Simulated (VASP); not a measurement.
Method: PBE GGA, VASP's PBE PAW potentials (set 64) (plane waves; VASP 6.6.1).

VASP input:

### INCAR
```
ALGO = Normal
EDIFF = 1E-7
EDIFFG = -0.01
ENCUT = 600
GGA = PE
IBRION = 2
ISIF = 3
ISMEAR = 0
LASPH = .True.
LCHARG = .False.
LMAXMIX = 4
LREAL = .False.
LWAVE = .False.
NELM = 100
NSW = 40
PREC = Accurate
PSTRESS = 200
SIGMA = 0.05
SYSTEM = PbO
```

KPOINTS:
```
kpoints
0
gamma
  6 6 4
0 0 0
```

**POSCAR**
```
PbO
1.0
  4.0566560665   0.0000000000   0.0000000000
  0.0000000000   4.0566560665   0.0000000000
  0.0000000000   0.0000000000   5.4520768251
Pb O
2 2
Direct
  0.5000000000   0.0000000000   0.7814729638
  1.0000000000   0.5000000000   0.2185270362
  0.5000000000   0.5000000000   0.0000000000
  0.0000000000   0.0000000000   0.0000000000
```

POTCAR, in this order: Pb_d O (PBE.64 set). Program: vasp_std.

**Question.** What will the output report for the number of irreducible k-points (NKPTS), number of bands (NBANDS), largest plane-wave count, number of space-group operations, FFT grid (NGX, NGY, NGZ)?

**Answer.** 
```
Property                                       Value
--------------------------------------  ------------
number of irreducible k-points (NKPTS)            30
number of bands (NBANDS)                          24
largest plane-wave count                        3024
number of space-group operations                  16
FFT grid (NGX, NGY, NGZ)                32 × 32 × 48
```

The compound is PbO in the litharge structure. This run relaxes it under an external pressure of 20 GPa. Symmetry was kept, so distortions that lower it aren't found.
